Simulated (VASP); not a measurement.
Output of a VASP run:

OUTCAR:
```
 ion  position               nearest neighbor table
   1  0.333  0.667  0.250-   2 3.41   2 3.41   2 3.41   2 3.41   2 3.41   2 3.41
   2  0.667  0.333  0.750-   1 3.41   1 3.41   1 3.41   1 3.41   1 3.41   1 3.41
  LATTYP: Found a hexagonal cell.
 ALAT       =     3.5133457274
 C/A-ratio  =     1.5610259035
 Subroutine PRICEL returns:
 Original cell was already a primitive cell.
 Subroutine GETGRP returns: Found 24 space group operations
The static configuration has the point symmetry D_3d.
 The point group associated with its full space group is D_6h.
The dynamic configuration has the point symmetry D_3d.
 Subroutine INISYM returns: Found 24 space group operations
 Subroutine IBZKPT returns following result:
 Found     76 irreducible k-points:

 Following reciprocal coordinates:
            Coordinates               Weight
  0.000000  0.000000  0.000000      1.000000
  0.083333 -0.000000  0.000000      6.000000
  0.166667 -0.000000  0.000000      6.000000
  0.250000 -0.000000  0.000000      6.000000
  0.333333 -0.000000  0.000000      6.000000
  0.416667 -0.000000  0.000000      6.000000
  0.500000 -0.000000  0.000000      3.000000
  0.083333  0.083333  0.000000      6.000000
  0.166667  0.083333  0.000000     12.000000
  0.250000  0.083333  0.000000     12.000000
  0.333333  0.083333  0.000000     12.000000
  0.416667  0.083333  0.000000     12.000000
  0.166667  0.166667  0.000000      6.000000
  0.250000  0.166667  0.000000     12.000000
  0.333333  0.166667  0.000000     12.000000
  0.416667  0.166667  0.000000      6.000000
  0.250000  0.250000  0.000000      6.000000
  0.333333  0.250000  0.000000     12.000000
  0.333333  0.333333  0.000000      2.000000
  0.000000  0.000000  0.166667      2.000000
  0.083333 -0.000000  0.166667     12.000000
  0.166667 -0.000000  0.166667     12.000000
  0.250000 -0.000000  0.166667     12.000000
  0.333333 -0.000000  0.166667     12.000000
  0.416667 -0.000000  0.166667     12.000000
  0.500000 -0.000000  0.166667      6.000000
  0.083333  0.083333  0.166667     12.000000
  0.166667  0.083333  0.166667     24.000000
  0.250000  0.083333  0.166667     24.000000
  0.333333  0.083333  0.166667     24.000000
  0.416667  0.083333  0.166667     24.000000
  0.166667  0.166667  0.166667     12.000000
  0.250000  0.166667  0.166667     24.000000
  0.333333  0.166667  0.166667     24.000000
  0.416667  0.166667  0.166667     12.000000
  0.250000  0.250000  0.166667     12.000000
  0.333333  0.250000  0.166667     24.000000
  0.333333  0.333333  0.166667      4.000000
  0.000000  0.000000  0.333333      2.000000
  0.083333 -0.000000  0.333333     12.000000
   k-points           NKPTS =     76   k-points in BZ     NKDIM =     76   number of bands    NBANDS=     13
   number of dos      NEDOS =    301   number of ions     NIONS =      2
   total plane-waves  NPLWV =  31360
   dimension x,y,z NGX =    28 NGY =   28 NGZ =   40
   dimension x,y,z NGXF=    56 NGYF=   56 NGZF=   80
   ions per type =               2
   PREC   = accura    normal or accurate (medium, high low for compatibility)
   ISTART =      0    job   : 0-new  1-cont  2-samecut
   ICHARG =      2    charge: 1-file 2-atom 10-const
   ISPIN  =      1    spin polarized calculation?
   LNONCOLLINEAR =      F non collinear calculations
   LSORBIT =      F    spin-orbit coupling
   INIWAV =      1    electr: 0-lowe 1-rand  2-diag
   ENCUT  =  480.0 eV  35.28 Ry    5.94 a.u.   6.28  6.28  9.80*2*pi/ulx,y,z
   NELM   =    100;   NELMIN=  2; NELMDL= -5     # of ELM steps
   EDIFF  = 0.1E-06   stopping-criterion for ELM
   LREAL  =      F    real-space projection
   NLSPLINE    = F    spline interpolate recip. space projectors
   LMAXMIX     =    6 max onsite mixed and CHGCAR
   VOSKOWN=      0    Vosko Wilk Nusair interpolation
   EDIFFG = 0.1E-05   stopping-criterion for IOM
   NSW    =      0    number of steps for IOM
...
```

OSZICAR:
```
       N       E                     dE             d eps       ncg     rms          rms(c)
DAV:   1     0.424512280881E+02    0.42451E+02   -0.84713E+03  3562   0.144E+03
DAV:   2    -0.649518157352E+01   -0.48946E+02   -0.47554E+02  3351   0.708E+02
DAV:   3    -0.882307032922E+01   -0.23279E+01   -0.22229E+01  3544   0.662E+01
DAV:   4    -0.890931708585E+01   -0.86247E-01   -0.82825E-01  3673   0.977E+00
DAV:   5    -0.891239339626E+01   -0.30763E-02   -0.30715E-02  3314   0.162E+00    0.252E+01
DAV:   6    -0.890092259297E+01    0.11471E-01   -0.34098E-02  3301   0.421E+00    0.150E+01
DAV:   7    -0.890821358855E+01   -0.72910E-02   -0.64399E-02  3189   0.562E+00    0.376E-01
DAV:   8    -0.890808506906E+01    0.12852E-03   -0.44515E-03  3274   0.933E-01    0.101E-01
DAV:   9    -0.890809501180E+01   -0.99427E-05   -0.20224E-04  3403   0.224E-01    0.298E-02
DAV:  10    -0.890809047487E+01    0.45369E-05   -0.22261E-05  3377   0.748E-02    0.338E-02
DAV:  11    -0.890809098998E+01   -0.51511E-06   -0.15971E-06  3318   0.182E-02    0.214E-03
DAV:  12    -0.890809115880E+01   -0.16882E-06   -0.61747E-08  1858   0.630E-03    0.119E-03
DAV:  13    -0.890809115066E+01    0.81366E-08   -0.22450E-08  1778   0.895E-03
   1 F= -.89080912E+01 E0= -.89083867E+01  d E =0.886764E-03
```

OUTCAR:
```
------------------------ aborting loop because EDIFF is reached ----------------------------------------
  FORCE on cell =-STRESS in cart. coord.  units (eV):
  Direction    XX          YY          ZZ          XY          YZ          ZX
  --------------------------------------------------------------------------------------
  Total        0.0467821      0.0467821     -0.0261232      0.0000000      0.0000000      0.0000000
  in kB        1.2784584      1.2784585     -0.7138927      0.0000000      0.0000000      0.0000000
  external PRESSURE =       0.6143414 kB  Pullay stress =       0.0000000 kB
  volume of cell :       58.63
      direct lattice vectors                 reciprocal lattice vectors
     1.756672826 -3.042646674  0.000000000     0.284628983 -0.164330615  0.000000000
     1.756672826  3.042646674  0.000000000     0.284628983  0.164330615  0.000000000
     0.000000000  0.000000000  5.484423688     0.000000000  0.000000000  0.182334564
 POSITION                                       TOTAL-FORCE (eV/Angst)
 -----------------------------------------------------------------------------------
      1.75667      1.01422      1.37111         0.000000      0.000000      0.000000
      1.75667     -1.01422      4.11332         0.000000     -0.000000      0.000000
 -----------------------------------------------------------------------------------
    total drift:                               -0.000001      0.000070     -0.000012
  FREE ENERGIE OF THE ION-ELECTRON SYSTEM (eV)
  ---------------------------------------------------
  free  energy   TOTEN  =        -8.9080911507 eV

  energy  without entropy=       -8.9089779142  energy(sigma->0) =       -8.90838674
```
(Selected blocks of OUTCAR.)

### POSCAR
```
Lu
1
    1.7566728257    -3.0426466741    -0.0000000000
    1.7566728257     3.0426466741     0.0000000000
    0.0000000000    -0.0000000000     5.4844236884
Lu
2
Direct
  0.3333330000   0.6666670000   0.2500000000
  0.6666670000   0.3333330000   0.7500000000
```

Question: Write an INCAR and KPOINTS that could have produced this output.

Answer: One answer among several that fit: the input of the run itself, PBE GGA, plane waves, VASP's PBE PAW potentials (set 64).

**INCAR**
```
SYSTEM = Lu
PREC = Accurate
ENCUT = 480
EDIFF = 1E-7
NELM = 100
ALGO = Normal
LREAL = .FALSE.
LASPH = .TRUE.
ISMEAR = 1
SIGMA = 0.1
GGA = PE
LMAXMIX = 6
LWAVE = .FALSE.
LCHARG = .FALSE.
ISIF = 2
```

File KPOINTS:
```
Automatic mesh
0
Gamma
12 12 6
0 0 0
```

POTCAR, in this order: Lu_3 (PBE.64 set). Program: vasp_std.

The compound is Lu in the hcp structure. It was relaxed first.
